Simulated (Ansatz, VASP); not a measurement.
# Cross-check of PbF2 (1T-PbF2 bilayer, AA) between VASP and Ansatz, part 2 of 2

Aim: how closely do two programs agree when they are given the same cell, functional and k mesh? The structure shown is the end of the Ansatz relaxation below.

VASP 6.6.1 and Ansatz 0.2.0.

So far: The starting structure; Ansatz: relaxation, PBE with D3(BJ).

### Step 3. VASP: single point, PBE with D3(BJ)

Level of this step: PBE with D3(BJ); plane waves and PAW (F, Pb_d) (VASP).

The same cell, functional, mesh and smearing now go to VASP, with its own data sets.

Lines of VASP's logs that name or quote its potential files are left out, and so is its time.

Input file INCAR:

```
SYSTEM = PbF2
PREC = Accurate
ENCUT = 520
EDIFF = 1E-06
NELM = 120
ISMEAR = -1
SIGMA = 0.05
LREAL = .FALSE.
ALGO = Normal
GGA = PE
IVDW = 12
NBANDS = 34
LORBIT = 11
LWAVE = .FALSE.
LCHARG = .FALSE.
ISIF = 2
LDIPOL = .TRUE.
IDIPOL = 3
DIPOL = 0.5 0.5 0.5
LVHAR = .TRUE.
LASPH = .TRUE.
GGA_COMPAT = .FALSE.
EFERMI = MIDGAP
NELMDL = -8
KPAR = 2
```

Input file POSCAR:

```
PbF2
1.0
    3.9590663443      0.0000000000      0.0000000000
   -1.9795331721      3.4286520294      0.0000000000
    0.0000000000      0.0000000000     45.8146892531
F Pb
4 2
Direct
    0.6666666667      0.3333333333      0.4316159893
    0.3333333333      0.6666666667      0.4758191739
    0.6666666667      0.3333333333      0.5241808261
    0.3333333333      0.6666666667      0.5683840107
    0.0000000000      0.0000000000      0.4537337376
    0.0000000000      0.0000000000      0.5462662624
```

Input file KPOINTS:

```
Automatic mesh
0
Gamma
12 12 1
0 0 0
```

The projector-augmented-wave data sets are F and Pb_d (PBE family, release 64).

On the command line:

```
$ mpirun -np 2 vasp_std
```

Numbers of over 12 decimals in the logs are rounded to 6 here.

The log of the run:

```text
[banner, memory and clock lines left out]
running    2 mpi-ranks, on    1 nodes
 distrk:  each k-point on    1 cores,    2 groups
 distr:  one band on    1 cores,    1 groups

 POSCAR found type information on POSCAR F Pb
 POSCAR found :  2 types and       6 ions
 LDA part: xc-table for (Slater+PW92), standard interpolation
 POSCAR, INCAR and KPOINTS ok, starting setup
 FFT: planning ... GRIDC
 FFT: planning ... GRID_SOFT
 FFT: planning ... GRID
 WAVECAR not read
 entering main loop
       N       E                     dE             d eps       ncg     rms          rms(c)
DAV:   1     0.627286437567E+03    0.62729E+03   -0.22590E+04  1580   0.125E+03
DAV:   2     0.900827571239E+02   -0.53720E+03   -0.52660E+03  1740   0.348E+02
DAV:   3    -0.266131649830E+02   -0.11670E+03   -0.11475E+03  1552   0.179E+02
DAV:   4    -0.322220611249E+02   -0.56089E+01   -0.55966E+01  1666   0.549E+01
DAV:   5    -0.323288690581E+02   -0.10681E+00   -0.10666E+00  1688   0.704E+00
DAV:   6    -0.323322021648E+02   -0.33331E-02   -0.33316E-02  1814   0.135E+00
DAV:   7    -0.323322994587E+02   -0.97294E-04   -0.97279E-04  1782   0.164E-01
DAV:   8    -0.323323042083E+02   -0.47496E-05   -0.47494E-05  1518   0.323E-02    0.117E+01
DAV:   9    -0.279241793490E+02    0.44081E+01   -0.18230E+01  1938   0.303E+01    0.418E+00
DAV:  10    -0.278976992925E+02    0.26480E-01   -0.12304E+00  1320   0.541E+00    0.262E+00
DAV:  11    -0.278447592303E+02    0.52940E-01   -0.32746E-01  1344   0.511E+00    0.696E-01
DAV:  12    -0.278383848179E+02    0.63744E-02   -0.46268E-02  2056   0.170E+00    0.168E-01
DAV:  13    -0.278408292336E+02   -0.24444E-02   -0.43795E-03  1366   0.370E-01    0.688E-02
DAV:  14    -0.278409005649E+02   -0.71331E-04   -0.39364E-04  1784   0.169E-01    0.235E-02
[...]
DAV:  18    -0.278411694210E+02   -0.12509E-03   -0.15589E-05  1486   0.314E-02    0.522E-03
DAV:  19    -0.278412900667E+02   -0.12065E-03   -0.94129E-06  1306   0.141E-02    0.305E-03
DAV:  20    -0.278413210004E+02   -0.30934E-04   -0.98885E-07  1128   0.785E-03    0.152E-03
DAV:  21    -0.278413453778E+02   -0.24377E-04   -0.55881E-07  1022   0.595E-03    0.718E-04
DAV:  22    -0.278413676955E+02   -0.22318E-04   -0.65059E-07  1020   0.363E-03    0.589E-04
DAV:  23    -0.278413728075E+02   -0.51119E-05   -0.11751E-07  1058   0.208E-03    0.255E-04
DAV:  24    -0.278413759277E+02   -0.31202E-05   -0.83247E-08   986   0.160E-03    0.239E-04
DAV:  25    -0.278413764558E+02   -0.52812E-06   -0.15469E-08   902   0.108E-03
   1 F= -.28464232E+02 E0= -.28464232E+02  d E =-.158277E-13
```

Parts of OUTCAR (step 3):

```text
ion  position               nearest neighbor table
   1  0.667  0.333  0.432-   5 2.50   5 2.50   5 2.50
   2  0.333  0.667  0.476-   5 2.50   5 2.50   5 2.50
   3  0.667  0.333  0.524-   6 2.50   6 2.50   6 2.50
   4  0.333  0.667  0.568-   6 2.50   6 2.50   6 2.50
   5  0.000  0.000  0.454-   2 2.50   2 2.50   2 2.50   1 2.50   1 2.50   1 2.50
   6  0.000  0.000  0.546-   3 2.50   3 2.50   3 2.50   4 2.50   4 2.50   4 2.50

  LATTYP: Found a hexagonal cell.
 ALAT       =     3.9590663443
 C/A-ratio  =    11.5720943447

 Subroutine GETGRP returns: Found 12 space group operations
 (whereof 12 operations were pure point group operations)

The static configuration has the point symmetry D_3d.

 Found     19 irreducible k-points:

   k-points           NKPTS =     19   k-points in BZ     NKDIM =     19   number of bands    NBANDS=     34

   dimension x,y,z NGX =    30 NGY =   30 NGZ =  350
   dimension x,y,z NGXF=    60 NGYF=   60 NGZF=  700

   ENCUT  =  520.0 eV  38.22 Ry    6.18 a.u.   7.36  7.36 85.18*2*pi/ulx,y,z

   NELECT =      56.0000    total number of electrons

 k-points in reciprocal lattice and weights: Automatic mesh
   0.00000000  0.00000000  0.00000000       0.007
   0.08333333  0.00000000  0.00000000       0.042
   0.16666667  0.00000000  0.00000000       0.042
   0.25000000  0.00000000  0.00000000       0.042
   0.33333333  0.00000000  0.00000000       0.042
   0.41666667 -0.00000000  0.00000000       0.042
   0.50000000  0.00000000  0.00000000       0.021
   0.08333333  0.08333333  0.00000000       0.042
   0.16666667  0.08333333  0.00000000       0.083
[...]
0.33333333  0.25000000  0.00000000       0.083
   0.33333333  0.33333333  0.00000000       0.014

 dipolmoment           0.000000      0.000000     -0.000000 electrons x Angstroem

 average (electrostatic) potential at core
       1 -82.6711       2 -82.6769       3 -82.6769       4 -82.6711       5-100.8695
       6-100.8695

 E-fermi :  -3.9285

 k-point     1 :       0.0000    0.0000    0.0000
  band No.  band energies     occupation
    ...
     24      -7.6347      2.00000
     25      -7.6347      2.00000
     26      -7.2311      2.00000
     27      -7.0403      2.00000
     28      -6.5483      2.00000
     29      -2.3998      0.00000
     30      -1.3820      0.00000
     31       1.2962      0.00000
     32       1.4109      0.00000
     33       1.5199      0.00000
    ...

 k-point     2 :       0.0833    0.0000    0.0000
  band No.  band energies     occupation
    ...
     24      -7.5751      2.00000
     25      -7.4632      2.00000
     26      -7.2029      2.00000
     27      -6.9316      2.00000
     28      -6.5187      2.00000
     29      -2.3040      0.00000
     30      -1.2855      0.00000
     31       1.2836      0.00000
     32       1.4742      0.00000
     33       1.5926      0.00000
    ...

 k-point     3 :       0.1667    0.0000    0.0000
  band No.  band energies     occupation
    ...
     24      -7.4884      2.00000
     25      -7.3499      2.00000
     26      -7.1589      2.00000
     27      -6.6332      2.00000
     28      -6.4087      2.00000
     29      -2.0477      0.00000
     30      -1.0252      0.00000
     31       0.8081      0.00000
     32       1.2174      0.00000
     33       1.7459      0.00000
    ...

 Edisp (eV)   -0.62286

  Total      -0.08043    -0.08043    -0.17141    -0.00000    -0.00000     0.00000
  in kB      -0.20721    -0.20721    -0.44159    -0.00000    -0.00000     0.00000
  external pressure =       -0.29 kB  Pullay stress =        0.00 kB

  energy-cutoff  :      520.00
  volume of cell :      621.90
      direct lattice vectors                 reciprocal lattice vectors
     3.959066344  0.000000000  0.000000000     0.252584805  0.145829905  0.000000000
    -1.979533172  3.428652029  0.000000000     0.000000000  0.291659810  0.000000000
     0.000000000  0.000000000 45.814689253     0.000000000  0.000000000  0.021827061

 POSITION                                       TOTAL-FORCE (eV/Angst)
 -----------------------------------------------------------------------------------
      1.97953      1.14288     19.77435         0.000000      0.000000     -0.004605
     -0.00000      2.28577     21.79951        -0.000000      0.000000      0.005665
      1.97953      1.14288     24.01518         0.000000     -0.000000     -0.005665
     -0.00000      2.28577     26.04034        -0.000000     -0.000000      0.004605
      0.00000      0.00000     20.78767         0.000000      0.000000     -0.001730
      0.00000      0.00000     25.02702        -0.000000     -0.000000      0.001730
 -----------------------------------------------------------------------------------
    total drift:                                0.000000      0.000000      0.000000

  FREE ENERGIE OF THE ION-ELECTRON SYSTEM (eV)
  ---------------------------------------------------
  free  energy   TOTEN  =       -28.4642315171 eV

  energy  without entropy=      -28.4642315171  energy(sigma->0) =      -28.46423152

 vacuum level on the upper side and lower side of the slab         1.527         1.527

 total charge
# of ion       s       p       d       tot
------------------------------------------
    1        1.742   4.314   0.000   6.056
    2        1.742   4.315   0.000   6.058
    3        1.742   4.315   0.000   6.058
    4        1.742   4.314   0.000   6.056
    5        1.541   0.301   9.869  11.710
    6        1.541   0.301   9.869  11.710
--------------------------------------------------
tot         10.049  17.860  19.737  47.647

[... 3 further parts left out ...]
```

### Step 4. Differences

Known differences besides the potentials themselves: Ansatz cuts the interaction across the vacuum, VASP repeats the sheet with a dipole correction; the cutoff is 420 eV in Ansatz and 520 eV in VASP. Total energies have different zeros and are not compared.

Both answers:

```tsv
quantity	Ansatz	VASP	difference
gap on the k mesh (eV)	3.057	3.057	-0.001
```

At this near-relaxed geometry the largest component of a force difference is 5 meV/Å. A gap on the mesh is an upper bound, since the band edges may lie between its points; neither run holds spin-orbit coupling, which can move the band edges of a compound of Pb. With vacuum in the cell, a pressure given here is an average over mostly empty space and none of the material.

### Step 5. Results

```yaml
difference_in_gap_on_the_k_mesh_single_point_pbe_with_d3_bj: -5.5e-4 eV
```

In words: The difference in gap on the k mesh is -5.5e-4 eV (single point, PBE with D3(BJ)), within the 0.08 eV picked in this series as the mark of a large difference. How closely two codes agree says nothing of how well the functional describes the real material.

[Lines on the potential files, build, host, timing and source positions are cut from VASP's logs without a mark.]

[Logs are printed without paths, hosts, clocks, repeated set-up lines and the standing remarks that a program may print on its own settings, such as how far it seeks lower states.]

[Hosts, paths, dates, database ids (printed as entryN), source tags and the programs' standing remarks are cut or masked in the printed files.]
